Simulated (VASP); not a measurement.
Data:

```
CELL_PARAMETERS angstrom
     -1.62875     1.62875     3.97294
      1.62875    -1.62875     3.97294
      1.62875     1.62875    -3.97294
ATOMIC_POSITIONS crystal
  Si 0.66500 0.66500 0.00000
  Si 0.33500 0.33500 0.00000
  W  0.00000 0.00000 0.00000
```

All values below come from PBE GGA, VASP's PBE PAW potentials (set 64) (plane waves; VASP). Settings: 300 eV cut-off, 14×14×14 Γ-centred mesh, Gaussian smearing of 0.050 eV, potentials Si W_sv.

At this cut-off the stress carries a Pulay error, which pulls relaxed volumes low. Unless said otherwise, spin-orbit coupling is left out, though it shifts the bands of the heavy elements here.

Question: Estimate the energy per atom (σ→0), pressure, band gap (on the k-mesh) with the smallest direct gap where there is one.

Answer: 
```
Quantity                                                    Result
------------------------  ----------------------------------------
band gap (on the k-mesh)  none (metal, semimetal or under 0.01 eV)
energy per atom (σ→0)                               -8260 meV/atom
pressure                                                 -6.12 GPa
```

The absolute energy has meaning only against runs of the same code, potentials and settings.

The structure is a typed WSi2 crystal. The cell was not relaxed at this level.
